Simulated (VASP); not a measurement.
Level of theory: PBE GGA, VASP's PBE PAW potentials (set 64) (plane waves; VASP).

Input for VASP

File POSCAR:
```
In27P27
1
    0.0000000000     8.9995127568     8.9995127568
    8.9995127568     0.0000000000     8.9995127568
    8.9995127568     8.9995127568     0.0000000000
In P
27 27
Direct
  0.0000000000   0.0000000000   0.0000000000
  0.0000000000   0.0000000000   0.3333330000
  0.0000000000   0.0000000000   0.6666670000
  0.0000000000   0.3333330000   0.0000000000
  0.0000000000   0.3333330000   0.3333330000
  0.0000000000   0.3333330000   0.6666670000
  0.0000000000   0.6666670000   0.0000000000
  0.0000000000   0.6666670000   0.3333330000
  0.0000000000   0.6666670000   0.6666670000
  0.3333330000   0.0000000000   0.0000000000
  0.3333330000   0.0000000000   0.3333330000
  0.3333330000   0.0000000000   0.6666670000
  0.3333330000   0.3333330000   0.0000000000
  0.3333330000   0.3333330000   0.3333330000
  0.3333330000   0.3333330000   0.6666670000
  0.3333330000   0.6666670000   0.0000000000
  0.3333330000   0.6666670000   0.3333330000
  0.3333330000   0.6666670000   0.6666670000
  0.6666670000   0.0000000000   0.0000000000
  0.6666670000   0.0000000000   0.3333330000
  0.6666670000   0.0000000000   0.6666670000
  0.6666670000   0.3333330000   0.0000000000
  0.6666670000   0.3333330000   0.3333330000
  0.6666670000   0.3333330000   0.6666670000
  0.6666670000   0.6666670000   0.0000000000
  0.6666670000   0.6666670000   0.3333330000
  0.6666670000   0.6666670000   0.6666670000
  0.0833330000   0.0833330000   0.0833330000
  0.0833330000   0.0833330000   0.4166670000
  0.0833330000   0.0833330000   0.7500000000
  0.0833330000   0.4166670000   0.0833330000
  0.0833330000   0.4166670000   0.4166670000
  0.0833330000   0.4166670000   0.7500000000
  0.0833330000   0.7500000000   0.0833330000
  0.0833330000   0.7500000000   0.4166670000
  0.0833330000   0.7500000000   0.7500000000
  0.4166670000   0.0833330000   0.0833330000
  0.4166670000   0.0833330000   0.4166670000
  0.4166670000   0.0833330000   0.7500000000
  0.4166670000   0.4166670000   0.0833330000
  0.4166670000   0.4166670000   0.4166670000
  0.4166670000   0.4166670000   0.7500000000
  0.4166670000   0.7500000000   0.0833330000
  0.4166670000   0.7500000000   0.4166670000
  0.4166670000   0.7500000000   0.7500000000
  0.7500000000   0.0833330000   0.0833330000
  0.7500000000   0.0833330000   0.4166670000
  0.7500000000   0.0833330000   0.7500000000
  0.7500000000   0.4166670000   0.0833330000
  0.7500000000   0.4166670000   0.4166670000
  0.7500000000   0.4166670000   0.7500000000
  0.7500000000   0.7500000000   0.0833330000
  0.7500000000   0.7500000000   0.4166670000
  0.7500000000   0.7500000000   0.7500000000
```

File KPOINTS:
```
Automatic mesh
0
Gamma
1 1 1
0 0 0
```

### INCAR
```
! general
SYSTEM  = In27P27
PREC    = Normal
ENCUT   = 400
LREAL   = Auto
LASPH   = .True.
SYMPREC = 1E-4

! electronic loop
EDIFF   = 1E-6
NELM    = 100
NELMIN  = 4
ALGO    = Fast
LMAXMIX = 4

! smearing
ISMEAR  = 0
SIGMA   = 0.05

! functional
GGA     = PE

! output
LWAVE   = .False.
LCHARG  = .False.
LORBIT  = 11
LVHAR   = .True.
```

POTCAR, in this order: In P (PBE.64 set). Program: vasp_gam. Read from the step before: WAVECAR.

Output of the run:

File OUTCAR:
```
 ion  position               nearest neighbor table
   1  0.000  0.000  0.000-  28 2.60  30 2.60  34 2.60  46 2.60
   2  0.000  0.000  0.333-  28 2.60  29 2.60  35 2.60  47 2.60
   3  0.000  0.000  0.667-  30 2.60  29 2.60  36 2.60  48 2.60
   4  0.000  0.333  0.000-  28 2.60  31 2.60  33 2.60  49 2.60
   5  0.000  0.333  0.333-  29 2.60  31 2.60  50 2.60  32 2.60
   6  0.000  0.333  0.667-  30 2.60  32 2.60  33 2.60  51 2.60
   7  0.000  0.667  0.000-  34 2.60  31 2.60  36 2.60  52 2.60
   8  0.000  0.667  0.333-  32 2.60  34 2.60  35 2.60  53 2.60
   9  0.000  0.667  0.667-  36 2.60  35 2.60  33 2.60  54 2.60
  10  0.333  0.000  0.000-  28 2.60  37 2.60  39 2.60  43 2.60
  11  0.333  0.000  0.333-  29 2.60  37 2.60  44 2.60  38 2.60
  12  0.333  0.000  0.667-  30 2.60  38 2.60  39 2.60  45 2.60
  13  0.333  0.333  0.000-  31 2.60  37 2.60  42 2.60  40 2.60
  14  0.333  0.333  0.333-  32 2.60  38 2.60  40 2.60  41 2.60
  15  0.333  0.333  0.667-  33 2.60  39 2.60  41 2.60  42 2.60
  16  0.333  0.667  0.000-  34 2.60  40 2.60  43 2.60  45 2.60
  17  0.333  0.667  0.333-  35 2.60  43 2.60  41 2.60  44 2.60
  18  0.333  0.667  0.667-  36 2.60  42 2.60  44 2.60  45 2.60
  19  0.667  0.000  0.000-  46 2.60  37 2.60  48 2.60  52 2.60
  20  0.667  0.000  0.333-  38 2.60  46 2.60  47 2.60  53 2.60
  21  0.667  0.000  0.667-  48 2.60  47 2.60  39 2.60  54 2.60
  22  0.667  0.333  0.000-  40 2.60  46 2.60  49 2.60  51 2.60
  23  0.667  0.333  0.333-  47 2.60  49 2.60  41 2.60  50 2.60
  24  0.667  0.333  0.667-  42 2.60  48 2.60  50 2.60  51 2.60
...
```

File OSZICAR:
```
       N       E                     dE             d eps       ncg     rms          rms(c)
DAV:   1    -0.215078541621E+03   -0.21508E+03   -0.92310E-05   312   0.132E-02    0.100E-02
RMM:   2    -0.215078534663E+03    0.69576E-05   -0.14809E-05   294   0.612E-03    0.522E-03
RMM:   3    -0.215078533318E+03    0.13451E-05   -0.10024E-05   297   0.460E-03    0.164E-03
RMM:   4    -0.215078533655E+03   -0.33724E-06   -0.78789E-07   210   0.188E-03
   1 F= -.21507853E+03 E0= -.21507853E+03  d E =-.130926E-05
```

File OUTCAR:
```
------------------------ aborting loop because EDIFF is reached ----------------------------------------
  FORCE on cell =-STRESS in cart. coord.  units (eV):
  Direction    XX          YY          ZZ          XY          YZ          ZX
  --------------------------------------------------------------------------------------
  Total        5.7831645      5.7831645      5.7831645      0.0000000      0.0000000     -0.0000000
  in kB        6.3560769      6.3560769      6.3560769      0.0000000      0.0000000     -0.0000000
  external PRESSURE =       6.3560769 kB  Pullay stress =       0.0000000 kB
  volume of cell :     1457.76
      direct lattice vectors                 reciprocal lattice vectors
     0.000000000  8.999512757  8.999512757    -0.055558563  0.055558563  0.055558563
     8.999512757  0.000000000  8.999512757     0.055558563 -0.055558563  0.055558563
     8.999512757  8.999512757  0.000000000     0.055558563  0.055558563 -0.055558563
  FREE ENERGIE OF THE ION-ELECTRON SYSTEM (eV)
  ---------------------------------------------------
  free  energy   TOTEN  =      -215.0785336552 eV

  energy  without entropy=     -215.0785323459  energy(sigma->0) =     -215.07853300

 total charge

# of ion       s       p       d       tot
------------------------------------------
    1        1.142   1.379   0.224   2.745
    2        1.142   1.379   0.224   2.745
    3        1.142   1.379   0.224   2.745
    4        1.142   1.379   0.224   2.745
    5        1.142   1.379   0.224   2.745
    6        1.142   1.379   0.224   2.745
    7        1.142   1.379   0.224   2.745
    8        1.142   1.379   0.224   2.745
    9        1.142   1.379   0.224   2.745
   10        1.142   1.379   0.224   2.745
   11        1.142   1.379   0.224   2.745
   12        1.142   1.379   0.224   2.745
   13        1.142   1.379   0.224   2.745
   14        1.142   1.379   0.224   2.745
   15        1.142   1.379   0.224   2.745
   16        1.142   1.379   0.224   2.745
   17        1.142   1.379   0.224   2.745
   18        1.142   1.379   0.224   2.745
   19        1.142   1.379   0.224   2.745
   20        1.142   1.379   0.224   2.745
   21        1.142   1.379   0.224   2.745
   22        1.142   1.379   0.224   2.745
   23        1.142   1.379   0.224   2.745
   24        1.142   1.379   0.224   2.745
   25        1.142   1.379   0.224   2.745
   26        1.142   1.379   0.224   2.745
   27        1.142   1.379   0.224   2.745
   28        1.009   1.508   0.000   2.516
   29        1.009   1.508   0.000   2.516
   30        1.009   1.508   0.000   2.516
   31        1.009   1.508   0.000   2.516
   32        1.009   1.508   0.000   2.516
   33        1.009   1.508   0.000   2.516
   34        1.009   1.508   0.000   2.516
   35        1.009   1.508   0.000   2.516
   36        1.009   1.508   0.000   2.516
   37        1.009   1.508   0.000   2.516
   38        1.009   1.508   0.000   2.516
   39        1.009   1.508   0.000   2.516
   40        1.009   1.508   0.000   2.516
   41        1.009   1.508   0.000   2.516
   42        1.009   1.508   0.000   2.516
   43        1.009   1.508   0.000   2.516
   44        1.009   1.508   0.000   2.516
   45        1.009   1.508   0.000   2.516
   46        1.009   1.508   0.000   2.516
   47        1.009   1.508   0.000   2.516
   48        1.009   1.508   0.000   2.516
   49        1.009   1.508   0.000   2.516
   50        1.009   1.508   0.000   2.516
   51        1.009   1.508   0.000   2.516
   52        1.009   1.508   0.000   2.516
   53        1.009   1.508   0.000   2.516
   54        1.009   1.508   0.000   2.516
--------------------------------------------------
tot         58.070  77.934   6.058 142.062
```
(Selected blocks of OUTCAR.)

The supercell is sampled at Γ alone, which is coarse: total energies, pressure and levels can be off, energies of defects by several tenths of an eV.

The cell is a supercell, built from a database entry that may be metastable or hypothetical.
